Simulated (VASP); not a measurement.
A convergence study with VASP on HfN (rock salt): a few settings are varied, all else stays as given below, so the limit is that of these other settings. The cell's lengths are 1 % over those of the tabulated start and one atom is moved, so it is off equilibrium.

```
CELL_PARAMETERS angstrom
      0.00000     2.28260     2.28260
      2.28260     0.00000     2.28260
      2.28260     2.28260     0.00000
ATOMIC_POSITIONS crystal
  Hf 0.00000 0.00000 0.00000
  N  0.48673 0.51327 0.51327
```

Level of theory: LDA (Ceperley-Alder, Perdew-Zunger), VASP's LDA PAW potentials (set 64) (plane waves; VASP 6.6.1). The last row used: 700 eV cut-off, 11×11×11 Γ-centred mesh, first-order Methfessel-Paxton smearing of 0.10 eV, potentials Hf_pv N.

| setting | E (eV/atom) | pressure (GPa) | largest force (eV/Å) | electronic steps |
|---|---|---|---|---|
| ALGO = Normal, EDIFF = 1E-2 | -11.8775 | -17.67 | 0.584 | 9 |
| ALGO = Normal, EDIFF = 1E-3 | -11.8773 | -17.86 | 0.588 | 10 |
| ALGO = Normal, EDIFF = 1E-4 | -11.8773 | -17.90 | 0.588 | 11 |
| ALGO = Normal, EDIFF = 1E-5 | -11.8773 | -17.90 | 0.588 | 11 |
| ALGO = Normal, EDIFF = 1E-6 | -11.8773 | -17.83 | 0.588 | 12 |
| ALGO = Normal, EDIFF = 1E-8 | -11.8773 | -17.84 | 0.588 | 14 |
| ALGO = Normal, EDIFF = 1E-9 | -11.8773 | -17.84 | 0.588 | 15 |
| ALGO = Fast, EDIFF = 1E-2 | -11.8773 | -17.58 | 0.597 | 10 |
| ALGO = Fast, EDIFF = 1E-3 | -11.8773 | -17.99 | 0.590 | 11 |
| ALGO = Fast, EDIFF = 1E-4 | -11.8773 | -17.69 | 0.589 | 12 |
| ALGO = Fast, EDIFF = 1E-5 | -11.8773 | -17.81 | 0.588 | 14 |
| ALGO = Fast, EDIFF = 1E-6 | -11.8773 | -17.85 | 0.588 | 15 |
| ALGO = Fast, EDIFF = 1E-7 | -11.8773 | -17.83 | 0.588 | 16 |
| ALGO = Fast, EDIFF = 1E-8 | -11.8773 | -17.84 | 0.588 | 18 |
| ALGO = Fast, EDIFF = 1E-9 | -11.8773 | -17.84 | 0.588 | 20 |
| ALGO = All, EDIFF = 1E-2 | -11.8766 | -18.23 | 0.580 | 11 |
| ALGO = All, EDIFF = 1E-3 | -11.8773 | -17.88 | 0.594 | 13 |
| ALGO = All, EDIFF = 1E-4 | -11.8773 | -17.89 | 0.588 | 14 |
| ALGO = All, EDIFF = 1E-5 | -11.8773 | -17.80 | 0.588 | 16 |
| ALGO = All, EDIFF = 1E-6 | -11.8773 | -17.84 | 0.588 | 19 |
| ALGO = All, EDIFF = 1E-7 | -11.8773 | -17.84 | 0.588 | 21 |
| ALGO = All, EDIFF = 1E-8 | -11.8773 | -17.84 | 0.588 | 23 |
| ALGO = All, EDIFF = 1E-9 | -11.8773 | -17.84 | 0.588 | 26 |

Left out are rungs that failed or repeat a setting and relaxations that didn't move; long series are thinned to 24 rows.

The compound is HfN in the rock salt structure. The cell was not relaxed at this level, it is distorted from the ideal structure. The electron count is odd and the run is not spin-polarised, which forces a metal.
